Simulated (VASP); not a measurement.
A convergence study with VASP on LiBr (rock salt): one setting is varied, all else stays as given below, so the limit is that of these other settings.

```
CELL_PARAMETERS angstrom
      0.00000     2.75000     2.75000
      2.75000     0.00000     2.75000
      2.75000     2.75000     0.00000
ATOMIC_POSITIONS crystal
  Li 0.00000 0.00000 0.00000
  Br 0.50000 0.50000 0.50000
```

Level of theory: PBE GGA, VASP's PBE PAW potentials (set 64) (plane waves; VASP). The tightest run used: 700 eV cut-off, 7×7×7 Γ-centred mesh, Gaussian smearing of 0.010 eV, potentials Li_sv Br.

Problem. The settings run are ENCUT = 300; ENCUT = 400; ENCUT = 500; ENCUT = 600; ENCUT = 700. From which on does the mean ε∞ stay within 0.05  of the tightest run?

Solution. From ENCUT = 400 on: it is off by 0.02 there and by no more than 0.05 in any finer run, while ENCUT = 300 is off by 0.08.
```csv
setting,mean ε∞,highest Γ mode (cm⁻¹),plane waves,difference judged ()
ENCUT = 300,3.35,188.0,531,0.08
ENCUT = 400,3.41,155.0,769,0.02
ENCUT = 500,3.43,145.7,1067,0.00
ENCUT = 600,3.43,148.6,1411,0.00
ENCUT = 700,3.43,144.7,1807,0.00
```

Left out are rungs that failed or repeat a setting and relaxations that didn't move; long series are thinned to 24 rows.

The compound is LiBr in the rock salt structure. The cell was not relaxed at this level.
